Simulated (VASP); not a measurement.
Energy against volume of Cs (bcc). Calculation: vdW-DF-cx, VASP's PBE PAW potentials (set 64) (plane waves; VASP). Settings: 520 eV cut-off, 9×9×9 Γ-centred mesh, first-order Methfessel-Paxton smearing of 0.10 eV, potentials Cs_sv.

| V (Å³/atom) | E (eV/atom) |
|---|---|
| 106.883 | 2.04373 |
| 110.189 | 2.04304 |
| 113.494 | 2.04354 |
| 116.800 | 2.04509 |

### Question
Fit these four points and predict the energy of the run at 103.577 Å³/atom.

### Answer
A cubic in V^(−2/3), the third-order Birch-Murnaghan form, passes through the four points with V0 = 110.38 Å³/atom and B0 = 2 GPa, and gives 2.0458 eV/atom there. The run gave 2.0458 eV/atom, +0.0 meV/atom from the fit; all five points give B0 = 2 GPa.

The compound is Cs in the bcc structure. It was relaxed first.
